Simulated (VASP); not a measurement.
Calculation: PBE GGA, VASP's PBE PAW potentials (set 64) (plane waves; VASP).

The input files of a VASP run:

### INCAR
```
! general
SYSTEM  = CoSi
PREC    = Accurate
ENCUT   = 500
LREAL   = .FALSE.
LASPH   = .TRUE.   ! aspherical one-centre terms

! electronic loop
EDIFF   = 1E-6   ! SCF stop (eV)
NELM    = 100
ALGO    = Normal   ! blocked Davidson
LMAXMIX = 4   ! l cut-off of mixed one-centre charges

! smearing
ISMEAR  = 1   ! Methfessel-Paxton
SIGMA   = 0.1   ! width (eV)

! functional
GGA     = PE

! ions
IBRION  = 2   ! conjugate gradients
NSW     = 40   ! most ionic steps
ISIF    = 3   ! ions, shape and volume
EDIFFG  = -0.02
PSTRESS = 50

! output
LWAVE   = .FALSE.
LCHARG  = .FALSE.
```

### KPOINTS
```
Automatic mesh
0
Gamma
7 7 7
0 0 0
```

File POSCAR:
```
CoSi
1
    4.3975326080     0.0000000000    -0.0000000000
    0.0000000000     4.3975326080    -0.0000000000
    0.0000000000     0.0000000000     4.3975326080
Co Si
4 4
Direct
  0.8542273810   0.6457726190   0.3542273810
  0.3542273810   0.8542273810   0.6457726190
  0.1457726190   0.1457726190   0.1457726190
  0.6457726190   0.3542273810   0.8542273810
  0.1564292926   0.3435707074   0.6564292926
  0.6564292926   0.1564292926   0.3435707074
  0.8435707074   0.8435707074   0.8435707074
  0.3435707074   0.6564292926   0.1564292926
```

POTCAR, in this order: Co Si (PBE.64 set). Program: vasp_std.

Q: What will the output report for the number of irreducible k-points (NKPTS), largest plane-wave count, number of space-group operations, FFT grid (NGX, NGY, NGZ)?

A: 
```
Property                                       Value
--------------------------------------  ------------
number of irreducible k-points (NKPTS)            24
largest plane-wave count                        2203
number of space-group operations                  12
FFT grid (NGX, NGY, NGZ)                32 × 32 × 32
```

The compound is CoSi in the B20 structure. It was relaxed first under an external pressure of 5 GPa. The run is not spin-polarised, so no magnetic state was tried.
